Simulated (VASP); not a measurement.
Here is the system:

```
CELL_PARAMETERS angstrom
      2.82053     0.00000     0.00000
      0.00000     2.82053     0.00000
      0.00000     0.00000     2.82053
ATOMIC_POSITIONS crystal
  Al 0.50000 0.50000 0.50000
  Co 0.00000 0.00000 0.00000
```

Method: r2SCAN meta-GGA, VASP's PBE PAW potentials (set 64) (plane waves; VASP). Run with 480 eV cut-off, 12×12×12 Γ-centred mesh, first-order Methfessel-Paxton smearing of 0.10 eV, potentials Al Co.

Each row applies one change to this cell, which was relaxed at other settings and keeps the small stress of the first row; at a fixed cut-off the stress holds a Pulay part, so it need not integrate to ΔE exactly. Stress is in GPa, positive when the cell is compressed.

| change | ΔE (meV/atom) | σxx | σyy | σzz | largest shear component, with its sign (GPa) | largest force (eV/Å) |
|---|---|---|---|---|---|---|
| none | 0.0 | 0.21 | 0.21 | 0.21 | 0.00 | 0.000 |
| atom 1 (Al) moved by -0.025 Å along y | 1.3 | 0.28 | 0.24 | 0.28 | 0.00 | 0.209 |
| atom 1 (Al) moved by 0.050 Å along z | 5.2 | 0.47 | 0.47 | 0.32 | 0.00 | 0.419 |
| biaxial strain of +1.0 % in the xz plane | 2.9 | -4.32 | -2.10 | -4.32 | 0.00 | 0.000 |
| biaxial strain of -3.0 % in the xz plane | 33.5 | 16.73 | 9.26 | 16.73 | 0.00 | 0.000 |
| biaxial strain of -1.0 % in the xy plane | 3.8 | 5.21 | 5.21 | 2.81 | 0.00 | 0.000 |

Failed runs are left out, and for metals the shear rows, which the mesh's noise covers.

The compound is CoAl in the CsCl type structure. The run is not spin-polarised, so no magnetic state was tried.
